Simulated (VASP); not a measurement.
Output of a VASP run:

File OSZICAR:
```
       N       E                     dE             d eps       ncg     rms          rms(c)
DAV:   1    -0.260446950248E+02   -0.26045E+02   -0.80764E+03  2881   0.131E+03
DAV:   2    -0.754677721908E+02   -0.49423E+02   -0.48396E+02  2878   0.719E+02
DAV:   3    -0.777209267199E+02   -0.22532E+01   -0.21150E+01  3022   0.650E+01
DAV:   4    -0.778171990638E+02   -0.96272E-01   -0.90757E-01  3072   0.922E+00
DAV:   5    -0.778211050904E+02   -0.39060E-02   -0.38788E-02  2820   0.208E+00    0.309E+01
DAV:   6    -0.763789116874E+02    0.14422E+01   -0.48222E-01  2661   0.171E+01    0.163E+01
DAV:   7    -0.749892535120E+02    0.13897E+01   -0.45979E-01  3027   0.124E+01    0.528E-01
DAV:   8    -0.762917883065E+02   -0.13025E+01   -0.43685E-01  3113   0.795E+00    0.274E+00
DAV:   9    -0.761695557609E+02    0.12223E+00   -0.62353E-02  2705   0.336E+00    0.853E-01
DAV:  10    -0.761580455043E+02    0.11510E-01   -0.17175E-03  2788   0.726E-01    0.875E-01
DAV:  11    -0.761670543879E+02   -0.90089E-02   -0.11456E-02  2621   0.132E+00    0.293E-01
DAV:  12    -0.761557740522E+02    0.11280E-01   -0.19946E-02  2447   0.147E+00    0.106E-01
DAV:  13    -0.761570699043E+02   -0.12959E-02   -0.12862E-03  2707   0.534E-01    0.148E-01
DAV:  14    -0.761570980727E+02   -0.28168E-04   -0.42767E-05  2919   0.111E-01    0.174E-01
DAV:  15    -0.761569249684E+02    0.17310E-03   -0.19618E-04  2824   0.207E-01    0.509E-02
DAV:  16    -0.761569287231E+02   -0.37548E-05   -0.11076E-05  2510   0.459E-02    0.573E-02
DAV:  17    -0.761569330436E+02   -0.43205E-05   -0.18552E-06  3138   0.246E-02    0.689E-02
DAV:  18    -0.761569195641E+02    0.13480E-04   -0.14262E-05  2601   0.628E-02    0.286E-02
DAV:  19    -0.761569306578E+02   -0.11094E-04   -0.94286E-06  2706   0.305E-02    0.304E-02
DAV:  20    -0.761569172171E+02    0.13441E-04   -0.80078E-06  2484   0.218E-02    0.289E-02
DAV:  21    -0.761569187355E+02   -0.15184E-05   -0.29624E-06  2641   0.193E-02    0.215E-02
DAV:  22    -0.761569145483E+02    0.41873E-05   -0.35580E-07  2676   0.853E-03    0.172E-02
DAV:  23    -0.761569101776E+02    0.43707E-05   -0.74052E-07  2843   0.153E-02    0.514E-03
DAV:  24    -0.761569075932E+02    0.25845E-05   -0.31232E-07  2877   0.989E-03    0.649E-04
DAV:  25    -0.761569076946E+02   -0.10143E-06   -0.27740E-08  1811   0.252E-03    0.147E-04
DAV:  26    -0.761569062609E+02    0.14337E-05   -0.60427E-09  1092   0.224E-03    0.328E-04
DAV:  27    -0.761569065733E+02   -0.31234E-06   -0.25092E-09  1072   0.284E-03    0.449E-04
DAV:  28    -0.761569066010E+02   -0.27769E-07   -0.10893E-09  1057   0.972E-04    0.198E-04
DAV:  29    -0.761569065814E+02    0.19657E-07   -0.74994E-10  1027   0.127E-03    0.147E-04
DAV:  30    -0.761569066330E+02   -0.51657E-07   -0.59703E-10  1027   0.757E-04    0.909E-05
DAV:  31    -0.761569066149E+02    0.18176E-07   -0.47850E-10  1027   0.991E-04    0.196E-05
DAV:  32    -0.761569066172E+02   -0.23506E-08   -0.39659E-10  1022   0.623E-04
   1 F= -.76156907E+02 E0= -.76157245E+02  d E =-.761569E+02
```

### OUTCAR
```
------------------------ aborting loop because EDIFF is reached ----------------------------------------
  FORCE on cell =-STRESS in cart. coord.  units (eV):
  Direction    XX          YY          ZZ          XY          YZ          ZX
  --------------------------------------------------------------------------------------
  Total       -0.0013715     -0.0013715     -0.0134339      0.0000000      0.0000000      0.0000000
  in kB       -0.0375922     -0.0375922     -0.3682118      0.0000000      0.0000000      0.0000000
  external PRESSURE =      -0.1477987 kB  Pullay stress =       0.0000000 kB
  volume of cell :       58.45
      direct lattice vectors                 reciprocal lattice vectors
     1.755919079 -3.041341146  0.000000000     0.284751163 -0.164401156  0.000000000
     1.755919079  3.041341146  0.000000000     0.284751163  0.164401156  0.000000000
     0.000000000  0.000000000  5.472866799     0.000000000  0.000000000  0.182719594
 POSITION                                       TOTAL-FORCE (eV/Angst)
 -----------------------------------------------------------------------------------
      1.75592      1.01378      1.36822         0.000000     -0.000000      0.000000
      1.75592     -1.01378      4.10465        -0.000000      0.000000      0.000000
 -----------------------------------------------------------------------------------
    total drift:                               -0.000002      0.000070     -0.000011
  FREE ENERGIE OF THE ION-ELECTRON SYSTEM (eV)
  ---------------------------------------------------
  free  energy   TOTEN  =       -76.1569066172 eV

  energy  without entropy=      -76.1579220677  energy(sigma->0) =      -76.15724510

 reached required accuracy - stopping structural energy minimisation
```
(Selected blocks of OUTCAR.)

File POSCAR:
```
Lu
1
    1.7559190785    -3.0413411456     0.0000000000
    1.7559190785     3.0413411456    -0.0000000000
   -0.0000000000     0.0000000000     5.4728667990
Lu
2
Direct
  0.3333330000   0.6666670000   0.2500000000
  0.6666670000   0.3333330000   0.7500000000
```

Task: Write an INCAR and KPOINTS that could have produced this output.

Result: This is not unique; one that fits is the input of the run itself, r2SCAN meta-GGA, plane waves, VASP's PBE PAW potentials (set 64).

KPOINTS:
```
Automatic mesh
0
Gamma
11 11 6
0 0 0
```

**INCAR**
```
! general
SYSTEM  = Lu
PREC    = Accurate
ENCUT   = 400   ! plane-wave cut-off (eV)
LREAL   = F
LASPH   = T   ! aspherical one-centre terms

! electronic loop
EDIFF   = 1E-8   ! SCF stop (eV)
NELM    = 100   ! most electronic steps
ALGO    = Normal   ! blocked Davidson
LMAXMIX = 6   ! l cut-off of mixed one-centre charges
LMIXTAU = T

! smearing
ISMEAR  = 1
SIGMA   = 0.1

! functional
METAGGA = R2SCAN

! ions
IBRION  = 1
NSW     = 30
ISIF    = 2
EDIFFG  = -0.001   ! ionic stop

! output
LWAVE   = F
LCHARG  = F
```

POTCAR, in this order: Lu_3 (PBE.64 set). Program: vasp_std.

The compound is Lu in the hcp structure. It was relaxed first. The start is the result of an earlier pass.
